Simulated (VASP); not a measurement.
Calculation: PBEsol GGA, VASP's PBE PAW potentials (set 64) (plane waves; VASP).

A VASP calculation is set up with these files.

File POSCAR:
```
KMgF3
1
    3.9852643808     0.0000000000     0.0000000000
    0.0000000000     3.9852643808     0.0000000000
   -0.0000000000     0.0000000000     3.9852643808
K Mg F
1 1 3
Direct
  0.0000000000   0.0000000000   0.0000000000
  0.5000000000   0.5000000000   0.5000000000
  0.5000000000   0.0000000000   0.5000000000
  0.0000000000   0.5000000000   0.5000000000
  0.5000000000   0.5000000000   0.0000000000
```

**INCAR**
```
ALGO = Normal
EDIFF = 1E-7
ENCUT = 520
GGA = PS
ISIF = 2
ISMEAR = -5
LASPH = .TRUE.
LCHARG = .TRUE.
LEFG = .TRUE.
LORBIT = 11
LREAL = .FALSE.
LWAVE = .FALSE.
NEDOS = 601
NELM = 100
PREC = Accurate
SYSTEM = KMgF3
```

File KPOINTS:
```
Automatic mesh
0
Gamma
6 6 6
0 0 0
```

POTCAR, in this order: K_sv Mg F (PBE.64 set). Program: vasp_std.

Output of the run:

**OSZICAR**
```
       N       E                     dE             d eps       ncg     rms          rms(c)
DAV:   1     0.239892757690E+03    0.23989E+03   -0.17576E+04   800   0.155E+03
DAV:   2    -0.158383046818E+02   -0.25573E+03   -0.24527E+03  1052   0.381E+02
DAV:   3    -0.267717095864E+02   -0.10933E+02   -0.10901E+02   948   0.786E+01
DAV:   4    -0.271345660894E+02   -0.36286E+00   -0.36220E+00  1400   0.118E+01
DAV:   5    -0.271362159688E+02   -0.16499E-02   -0.16498E-02   936   0.853E-01    0.814E+00
DAV:   6    -0.252974108162E+02    0.18388E+01   -0.77894E+00   896   0.209E+01    0.385E+00
DAV:   7    -0.252719345314E+02    0.25476E-01   -0.22016E-01  1076   0.324E+00    0.244E+00
DAV:   8    -0.252628111677E+02    0.91234E-02   -0.63226E-02   924   0.278E+00    0.268E-01
DAV:   9    -0.252627031928E+02    0.10797E-03   -0.13779E-02  1080   0.851E-01    0.125E-01
DAV:  10    -0.252628360110E+02   -0.13282E-03   -0.10407E-03  1036   0.257E-01    0.789E-02
DAV:  11    -0.252628888274E+02   -0.52816E-04   -0.31312E-04   956   0.135E-01    0.355E-02
DAV:  12    -0.252628677504E+02    0.21077E-04   -0.12573E-04   928   0.786E-02    0.352E-03
DAV:  13    -0.252628679015E+02   -0.15110E-06   -0.15076E-06   976   0.101E-02    0.268E-03
DAV:  14    -0.252628675578E+02    0.34369E-06   -0.30508E-07   896   0.433E-03    0.166E-03
DAV:  15    -0.252628676194E+02   -0.61577E-07   -0.25524E-08   620   0.133E-03
   1 F= -.25262868E+02 E0= -.25262868E+02  d E =0.000000E+00
```

OUTCAR:
```
------------------------ aborting loop because EDIFF is reached ----------------------------------------
  FORCE on cell =-STRESS in cart. coord.  units (eV):
  Direction    XX          YY          ZZ          XY          YZ          ZX
  --------------------------------------------------------------------------------------
  Total       -0.0154289     -0.0154289     -0.0154289      0.0000000     -0.0000000     -0.0000000
  in kB       -0.3905475     -0.3905475     -0.3905475      0.0000000     -0.0000000     -0.0000000
  external PRESSURE =      -0.3905475 kB  Pullay stress =       0.0000000 kB
  volume of cell :       63.30
      direct lattice vectors                 reciprocal lattice vectors
     3.985264381  0.000000000  0.000000000     0.250924382  0.000000000  0.000000000
     0.000000000  3.985264381  0.000000000     0.000000000  0.250924382  0.000000000
     0.000000000  0.000000000  3.985264381     0.000000000  0.000000000  0.250924382
 POSITION                                       TOTAL-FORCE (eV/Angst)
 -----------------------------------------------------------------------------------
      0.00000      0.00000      0.00000         0.000000      0.000000      0.000000
      1.99263      1.99263      1.99263         0.000000      0.000000      0.000000
      1.99263      0.00000      1.99263         0.000000      0.000000      0.000000
      0.00000      1.99263      1.99263         0.000000      0.000000      0.000000
      1.99263      1.99263      0.00000         0.000000      0.000000      0.000000
 -----------------------------------------------------------------------------------
    total drift:                                0.000000      0.000000     -0.000000
  FREE ENERGIE OF THE ION-ELECTRON SYSTEM (eV)
  ---------------------------------------------------
  free  energy   TOTEN  =       -25.2628676194 eV

  energy  without entropy=      -25.2628676194  energy(sigma->0) =      -25.26286762

 total charge

# of ion       s       p       d       tot
------------------------------------------
    1        1.955   5.578   0.029   7.561
    2        0.128   0.162   0.080   0.370
    3        1.728   4.395   0.000   6.122
    4        1.728   4.395   0.000   6.122
    5        1.728   4.395   0.000   6.122
--------------------------------------------------
tot          7.266  18.924   0.109  26.298

 Electric field gradients after diagonalization (V/A^2)
 (convention: |V_zz| > |V_xx| > |V_yy|)
----------------------------------------------------------------------
 ion       V_xx      V_yy      V_zz     asymmetry (V_yy - V_xx)/ V_zz
----------------------------------------------------------------------
   1      -0.000    -0.000    -0.000      -0.260
   2      -0.000    -0.000    -0.000      -0.534
   3     -22.769   -22.769    45.537       0.000
   4     -22.769   -22.769    45.537       0.000
   5     -22.769   -22.769    45.537       0.000
```
(Selected blocks of OUTCAR.)

OUTCAR:
```
 val. band max:       -1.7042566779   @ k =   0.5000   0.5000   0.5000

 cond. band min:       5.4220543659   @ k =   0.0000   0.0000   0.0000


 Fermi energy:        -1.6796710141

 k-point     1 :       0.0000    0.0000    0.0000
  band No.  band energies     occupation
      1     -27.1799      2.00000
      2     -21.7169      2.00000
      3     -21.0469      2.00000
      4     -21.0469      2.00000
      5     -10.7448      2.00000
      6     -10.7448      2.00000
      7     -10.7448      2.00000
      8      -4.1583      2.00000
      9      -4.1583      2.00000
     10      -4.1583      2.00000
     11      -2.3376      2.00000
     12      -2.3376      2.00000
     13      -2.3376      2.00000
     14      -2.0288      2.00000
     15      -2.0288      2.00000
     16      -2.0288      2.00000
     17       5.4221      0.00000
     18       8.2380      0.00000
     19       8.2380      0.00000
     20      10.4330      0.00000

 k-point     2 :       0.1667    0.0000    0.0000
  band No.  band energies     occupation
      1     -27.1725      2.00000
      2     -21.6866      2.00000
      3     -21.0848      2.00000
      4     -21.0439      2.00000
      5     -10.7405      2.00000
      6     -10.7301      2.00000
      7     -10.7301      2.00000
      8      -4.1364      2.00000
      9      -4.1270      2.00000
     10      -4.1270      2.00000
     11      -2.4035      2.00000
     12      -2.3955      2.00000
     13      -2.3955      2.00000
     14      -2.2944      2.00000
     15      -2.0832      2.00000
     16      -2.0832      2.00000
     17       5.9098      0.00000
     18       8.4886      0.00000
     19       8.5294      0.00000
     20      10.5785      0.00000

 k-point     3 :       0.3333    0.0000    0.0000
  band No.  band energies     occupation
      1     -27.1574      2.00000
      2     -21.6119      2.00000
      3     -21.1750      2.00000
      4     -21.0396      2.00000
      5     -10.7320      2.00000
...
```

The compound is KMgF3 in the cubic perovskite structure. It was relaxed first.
